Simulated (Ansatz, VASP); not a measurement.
# Cross-check of LiMg between VASP and Ansatz

Aim: how closely do two programs agree when they are given the same cell, functional and k mesh? The cell is taken from a series of runs on this material, whose earlier steps may have relaxed, scaled, displaced or heated it; both programs get it as it stands.

Main program and level: Ansatz 0.2.0; plane waves, with VASP 6.6.1 beside it; zone-centre phonons at PBEsol.

**1. The starting structure**

The structure is trigonal, space group R-3m (No. 166). Conventional cell: a = 3.097 Å, b = 3.097 Å, c = 15.053 Å, α = 90.00°, β = 90.00°, γ = 120.00°. Nearest to Li lie 6 Mg at 3.08 Å and 6 Li at 3.10 Å. Nearest to Mg lie 6 Li at 3.08 Å and 6 Mg at 3.10 Å. Farther neighbours are not listed.

Structure file:

```cif
data_structure
_symmetry_space_group_name_H-M 'P 1'
_symmetry_Int_Tables_number 1
_cell_length_a 5.3268
_cell_length_b 5.3268
_cell_length_c 5.3268
_cell_angle_alpha 33.799
_cell_angle_beta 33.799
_cell_angle_gamma 33.799
_cell_volume 41.68
loop_
_atom_site_label
_atom_site_type_symbol
_atom_site_fract_x
_atom_site_fract_y
_atom_site_fract_z
_atom_site_occupancy
Li1 Li 0.00000 0.00000 0.00000 1
Mg2 Mg 0.50000 0.50000 0.50000 1
```

**2. VASP: zone-centre phonons, PBEsol**

Second derivatives magnify differences that forces hide, and they need a tight electronic threshold.

Lines of VASP's logs that name or quote its potential files are left out, and so is its time.

File INCAR:

```
SYSTEM = LiMg
PREC = Accurate
ENCUT = 750
EDIFF = 1E-08
NELM = 120
ISMEAR = 1
SIGMA = 0.15
LREAL = .FALSE.
ALGO = Normal
GGA = PS
NBANDS = 8
LORBIT = 11
LWAVE = .FALSE.
LCHARG = .FALSE.
ISIF = 2
IBRION = 8
LASPH = .TRUE.
GGA_COMPAT = .FALSE.
KPAR = 2
```

File POSCAR:

```
LiMg
1.0
    1.5484913973      0.8940219251      5.0177826427
   -1.5484913973      0.8940219251      5.0177826427
    0.0000000000     -1.7880438502      5.0177826427
Li Mg
1 1
Direct
    0.0000000000      0.0000000000      0.0000000000
    0.5000000000      0.5000000000      0.5000000000
```

File KPOINTS:

```
Automatic mesh
0
Gamma
15 15 15
0 0 0
```

PAW data sets: Li_sv and Mg (PBE family, release 64).

Launch:

```console
mpirun -np 2 vasp_std
```

Numbers of over 12 decimals in the logs are rounded to 6 here.

The program printed:

```text
[banner, memory and clock lines left out]
running    2 mpi-ranks, on    1 nodes
 distrk:  each k-point on    1 cores,    2 groups
 distr:  one band on    1 cores,    1 groups

 POSCAR found type information on POSCAR LiMg
 POSCAR found :  2 types and       2 ions
|                                                                             |
|               ----> ADVICE to this user running VASP <----                  |
|                                                                             |
|     You enforced a specific xc type in the INCAR file but a different       |
|     [... a line on the potential file left out ...]
|     I HOPE YOU KNOW WHAT YOU ARE DOING!                                     |
|                                                                             |

 LDA part: xc-table for (Slater+PW92), standard interpolation
 POSCAR, INCAR and KPOINTS ok, starting setup
 FFT: planning ... GRIDC
 FFT: planning ... GRID_SOFT
 FFT: planning ... GRID
 WAVECAR not read
 entering main loop
       N       E                     dE             d eps       ncg     rms          rms(c)
DAV:   1     0.126538608255E+01    0.12654E+01   -0.16380E+03  5504   0.582E+02
DAV:   2    -0.365274040574E+01   -0.49181E+01   -0.47363E+01  7800   0.580E+01
DAV:   3    -0.383609632809E+01   -0.18336E+00   -0.18301E+00  7408   0.899E+00
DAV:   4    -0.384506650308E+01   -0.89702E-02   -0.89637E-02  7896   0.168E+00
DAV:   5    -0.384521991583E+01   -0.15341E-03   -0.15341E-03  7784   0.177E-01    0.983E-01
DAV:   6    -0.377769937614E+01    0.67521E-01   -0.13754E-01  6200   0.769E-01    0.570E-01
DAV:   7    -0.375985674513E+01    0.17843E-01   -0.64470E-02  7360   0.591E-01    0.214E-01
DAV:   8    -0.375824337570E+01    0.16134E-02   -0.15100E-03  6208   0.231E-01    0.179E-02
DAV:   9    -0.375824147006E+01    0.19056E-05   -0.11578E-04  7984   0.682E-02    0.144E-02
DAV:  10    -0.375824016295E+01    0.13071E-05   -0.41591E-06  7648   0.140E-02    0.566E-03
DAV:  11    -0.375824003668E+01    0.12627E-06   -0.61216E-07  7080   0.518E-03    0.108E-03
DAV:  12    -0.375824004977E+01   -0.13086E-07   -0.48888E-08  7888   0.170E-03    0.664E-05
DAV:  13    -0.375824005323E+01   -0.34645E-08   -0.41627E-09  4224   0.532E-04
   1 F= -.37582401E+01 E0= -.37582569E+01  d E =0.506275E-04
 Linear response reoptimize wavefunctions to high precision
DAV:   1    -0.375824005318E+01    0.53461E-10   -0.63353E-10  5648   0.184E-04
 Linear response DOF=           4
 Linear response progress:
  Degree of freedom:   1/  4
       N       E                     dE             d eps       ncg     rms          rms(c)
RMM:   1    -0.165867011559E+00   -0.16587E+00    0.46930E+00 16231   0.242E+01
RMM:   2    -0.174891406563E+00   -0.90244E-02   -0.23563E-02 25655   0.130E+00    0.579E-02
RMM:   3    -0.174932410426E+00   -0.41004E-04   -0.31058E-03 32162   0.398E-01    0.295E-02
RMM:   4    -0.174809285735E+00    0.12312E-03   -0.50247E-04 33675   0.178E-01    0.213E-03
RMM:   5    -0.174872903372E+00   -0.63618E-04   -0.84550E-06 34530   0.244E-02    0.215E-03
RMM:   6    -0.175071186292E+00   -0.19828E-03   -0.66469E-06 30478   0.278E-02    0.612E-04
RMM:   7    -0.175089058819E+00   -0.17873E-04   -0.82328E-07 35383   0.423E-03    0.199E-04
RMM:   8    -0.175074203663E+00    0.14855E-04    0.69670E-07 31654   0.328E-03    0.930E-05
RMM:   9    -0.175077240446E+00   -0.30368E-05   -0.86611E-08 36417   0.757E-04    0.180E-05
RMM:  10    -0.175077194193E+00    0.46253E-07   -0.10803E-07 38034   0.277E-04    0.166E-05
RMM:  11    -0.175076470011E+00    0.72418E-06   -0.11161E-07 33447   0.133E-04    0.649E-06
RMM:  12    -0.175076615684E+00   -0.14567E-06   -0.19469E-07 37612   0.470E-05    0.140E-06
RMM:  13    -0.175076634156E+00   -0.18472E-07   -0.94296E-08 37048   0.198E-05    0.686E-07
RMM:  14    -0.175076644012E+00   -0.98556E-08   -0.10178E-07 32832   0.104E-05    0.587E-07
RMM:  15    -0.175076663754E+00   -0.19742E-07   -0.48320E-08 29872   0.846E-06    0.705E-08
 first order change of Fermi-energy   0.14439E-05
 force on displaced ion       1 direction 1 :  -0.477  -0.000   0.000
 Linear response progress:
  Degree of freedom:   2/  4
       N       E                     dE             d eps       ncg     rms          rms(c)
RMM:   1    -0.167351662401E+00   -0.16735E+00    0.68809E+00  6427   0.292E+01
RMM:   2    -0.176025609596E+00   -0.86739E-02   -0.24963E-02 10098   0.134E+00    0.651E-02
RMM:   3    -0.176096133507E+00   -0.70524E-04   -0.36090E-03 12428   0.438E-01    0.312E-02
RMM:   4    -0.176078898223E+00    0.17235E-04   -0.54236E-04 13398   0.186E-01    0.480E-03
RMM:   5    -0.176132846719E+00   -0.53948E-04   -0.97986E-06 13226   0.291E-02    0.136E-03
RMM:   6    -0.176221503416E+00   -0.88657E-04   -0.23914E-06 12388   0.173E-02    0.135E-03
RMM:   7    -0.176265185380E+00   -0.43682E-04   -0.72868E-06 13401   0.583E-03    0.796E-04
RMM:   8    -0.176313431235E+00   -0.48246E-04   -0.56163E-06 12114   0.473E-03    0.750E-05
RMM:   9    -0.176311753337E+00    0.16779E-05   -0.38840E-06 14473   0.839E-04    0.123E-05
RMM:  10    -0.176310725563E+00    0.10278E-05   -0.25425E-06 14659   0.307E-04    0.136E-05
RMM:  11    -0.176310815159E+00   -0.89596E-07   -0.20391E-06 15183   0.108E-04    0.624E-06
RMM:  12    -0.176310968884E+00   -0.15373E-06   -0.98519E-07 15131   0.364E-05    0.266E-06
RMM:  13    -0.176311050142E+00   -0.81258E-07   -0.65243E-07 14641   0.171E-05    0.989E-07
RMM:  14    -0.176311068042E+00   -0.17901E-07   -0.60390E-07 12250   0.942E-06    0.432E-07
RMM:  15    -0.176311087318E+00   -0.19276E-07   -0.29561E-07 10689   0.508E-06    0.103E-07
RMM:  16    -0.176311088090E+00   -0.77186E-09   -0.24517E-07  8295   0.352E-06    0.160E-08
 first order change of Fermi-energy   0.11384E-03
 force on displaced ion       1 direction 3 :   0.000  -0.000  -2.052
 Linear response progress:
  Degree of freedom:   3/  4
       N       E                     dE             d eps       ncg     rms          rms(c)
RMM:   1    -0.127842503499E-02   -0.12784E-02   -0.12229E-03 29477   0.209E-01
RMM:   2    -0.129130664278E-02   -0.12882E-04   -0.34808E-05 29390   0.244E-02    0.228E-02
RMM:   3    -0.127578617556E-02    0.15520E-04   -0.15037E-06 32989   0.862E-03    0.145E-02
RMM:   4    -0.127973586946E-02   -0.39497E-05   -0.13315E-06 28684   0.118E-02    0.734E-04
RMM:   5    -0.127995747879E-02   -0.22161E-06   -0.76200E-08 35421   0.174E-03    0.165E-04
RMM:   6    -0.127992595623E-02    0.31523E-07    0.60039E-11 35582   0.378E-04    0.305E-05
RMM:   7    -0.127995304103E-02   -0.27085E-07    0.14343E-08 36969   0.163E-04    0.567E-06
RMM:   8    -0.127994654101E-02    0.65000E-08   -0.17701E-09 38204   0.553E-05    0.118E-06
 first order change of Fermi-energy  -0.18740E-05
 force on displaced ion       2 direction 1 :  -0.483  -0.000   0.000
 Linear response progress:
  Degree of freedom:   4/  4
       N       E                     dE             d eps       ncg     rms          rms(c)
RMM:   1    -0.375545039208E-02   -0.37555E-02    0.14022E-02 12418   0.738E-01
RMM:   2    -0.387121902591E-02   -0.11577E-03   -0.45430E-04 11882   0.918E-02    0.221E-02
RMM:   3    -0.391251490953E-02   -0.41296E-04   -0.78748E-05 12727   0.374E-02    0.116E-02
RMM:   4    -0.394963030771E-02   -0.37115E-04   -0.12013E-05 12655   0.188E-02    0.424E-03
RMM:   5    -0.395316808396E-02   -0.35378E-05   -0.11630E-06 12789   0.777E-03    0.401E-04
RMM:   6    -0.395267467275E-02    0.49341E-06   -0.13380E-07 13936   0.229E-03    0.216E-04
RMM:   7    -0.395288847064E-02   -0.21380E-06   -0.22480E-08 13938   0.572E-04    0.712E-05
RMM:   8    -0.395318412714E-02   -0.29566E-06   -0.14847E-07 14406   0.258E-04    0.196E-05
RMM:   9    -0.395317617878E-02    0.79484E-08   -0.18292E-07 15146   0.776E-05    0.693E-06
RMM:  10    -0.395316898318E-02    0.71956E-08   -0.72151E-08 14636   0.275E-05    0.233E-07
 first order change of Fermi-energy  -0.10624E-03
 force on displaced ion       2 direction 3 :   0.000   0.000  -2.059
 Linear response finished
```

Parts of OUTCAR (step 2):

```text
ion  position               nearest neighbor table
   1  0.000  0.000  0.000-   2 3.08   2 3.08   2 3.08   2 3.08   2 3.08   2 3.08
   2  0.500  0.500  0.500-   1 3.08   1 3.08   1 3.08   1 3.08   1 3.08   1 3.08

  LATTYP: Found a trigonal (rhomboedric) cell.
 ALAT       =     5.3268417904
 COS(alpha) =     0.8309917156

 Subroutine GETGRP returns: Found 12 space group operations
 (whereof 12 operations were pure point group operations)

The static configuration has the point symmetry D_3d.

 Found    344 irreducible k-points:

   k-points           NKPTS =    344   k-points in BZ     NKDIM =    344   number of bands    NBANDS=      8

   dimension x,y,z NGX =    48 NGY =   48 NGZ =   48
   dimension x,y,z NGXF=    96 NGYF=   96 NGZF=   96

   ENCUT  =  750.0 eV  55.12 Ry    7.42 a.u.  11.89 11.89 11.89*2*pi/ulx,y,z

   NELECT =       5.0000    total number of electrons

 k-points in reciprocal lattice and weights: Automatic mesh
   0.00000000  0.00000000  0.00000000       0.000
   0.06666667  0.00000000  0.00000000       0.002
   0.13333333 -0.00000000 -0.00000000       0.002
   0.20000000  0.00000000  0.00000000       0.002
   0.26666667 -0.00000000 -0.00000000       0.002
   0.33333333  0.00000000  0.00000000       0.002
   0.40000000 -0.00000000  0.00000000       0.002
   0.46666667  0.00000000  0.00000000       0.002
   0.06666667  0.06666667  0.00000000       0.002
[...]
0.46666667  0.46666667  0.46666667       0.001
  -0.46666667  0.46666667  0.46666667       0.002

 average (electrostatic) potential at core
       1 -63.3393       2 -39.6870

  Total       -0.0229858     -0.0229858     -0.0184357      0.0000000      0.0000000      0.0000000
  in kB       -0.8835877     -0.8835877     -0.7086782      0.0000000      0.0000000      0.0000000
  external PRESSURE =      -0.8252845 kB  Pullay stress =       0.0000000 kB

  energy-cutoff  :      750.00
  volume of cell :       41.68
      direct lattice vectors                 reciprocal lattice vectors
     1.548491397  0.894021925  5.017782643     0.322894916  0.186423467  0.066430405
    -1.548491397  0.894021925  5.017782643    -0.322894916  0.186423467  0.066430405
     0.000000000 -1.788043850  5.017782643     0.000000000 -0.372846934  0.066430405

 POSITION                                       TOTAL-FORCE (eV/Angst)
 -----------------------------------------------------------------------------------
      0.00000      0.00000      0.00000        -0.000000     -0.000000      0.000000
      0.00000      0.00000      7.52667         0.000000      0.000000     -0.000000
 -----------------------------------------------------------------------------------
    total drift:                                0.000000     -0.000000     -0.000000

 Eigenvectors and eigenvalues of the dynamical matrix
 ----------------------------------------------------

   1 f  =    9.603956 THz    60.343435 2PiTHz  320.353491 cm-1    39.718753 meV
             X         Y         Z           dx          dy          dz
      0.000000  0.000000  0.000000     0.000000    0.000000    0.880649
      0.000000  0.000000  7.526674     0.000000   -0.000000   -0.473769

   2 f  =    4.637023 THz    29.135273 2PiTHz  154.674429 cm-1    19.177176 meV
             X         Y         Z           dx          dy          dz
      0.000000  0.000000  0.000000     0.000000   -0.879882    0.000000
      0.000000  0.000000  7.526674     0.000000    0.475192   -0.000000

   3 f  =    4.637023 THz    29.135273 2PiTHz  154.674429 cm-1    19.177176 meV
             X         Y         Z           dx          dy          dz
      0.000000  0.000000  0.000000    -0.879882    0.000000    0.000000
      0.000000  0.000000  7.526674     0.475192    0.000000    0.000000

   4 f/i=    0.006936 THz     0.043581 2PiTHz    0.231364 cm-1     0.028685 meV
             X         Y         Z           dx          dy          dz
      0.000000  0.000000  0.000000     0.000000    0.000000   -0.473769
      0.000000  0.000000  7.526674     0.000000    0.000000   -0.880649

   5 f/i=    0.010848 THz     0.068163 2PiTHz    0.361864 cm-1     0.044865 meV
             X         Y         Z           dx          dy          dz
      0.000000  0.000000  0.000000    -0.475192    0.000000    0.000000
      0.000000  0.000000  7.526674    -0.879882    0.000000    0.000000

   6 f/i=    0.010848 THz     0.068163 2PiTHz    0.361864 cm-1     0.044865 meV
             X         Y         Z           dx          dy          dz
      0.000000  0.000000  0.000000     0.000000    0.475192    0.000000
      0.000000  0.000000  7.526674     0.000000    0.879882    0.000000

 ELASTIC MODULI CONTR FROM IONIC RELAXATION (kBar)
 Direction    XX          YY          ZZ          XY          YZ          ZX
 --------------------------------------------------------------------------------
 XX           0.0000      0.0000      0.0000      0.0000      0.0000      0.0000
 YY           0.0000      0.0000      0.0000      0.0000      0.0000      0.0000
 ZZ           0.0000      0.0000      0.0000      0.0000      0.0000      0.0000
 XY           0.0000      0.0000      0.0000      0.0000      0.0000      0.0000
 YZ           0.0000      0.0000      0.0000      0.0000      0.0000      0.0000
 ZX           0.0000      0.0000      0.0000      0.0000      0.0000      0.0000
 --------------------------------------------------------------------------------
```

(Continued in part 2 of 2.)

[Lines on the potential files, build, host, timing and source positions are cut from VASP's logs without a mark.]

[Logs are printed without paths, hosts, clocks, repeated set-up lines and the standing remarks that a program may print on its own settings, such as how far it seeks lower states.]

[Hosts, paths, dates, database ids (printed as entryN), source tags and the programs' standing remarks are cut or masked in the printed files.]
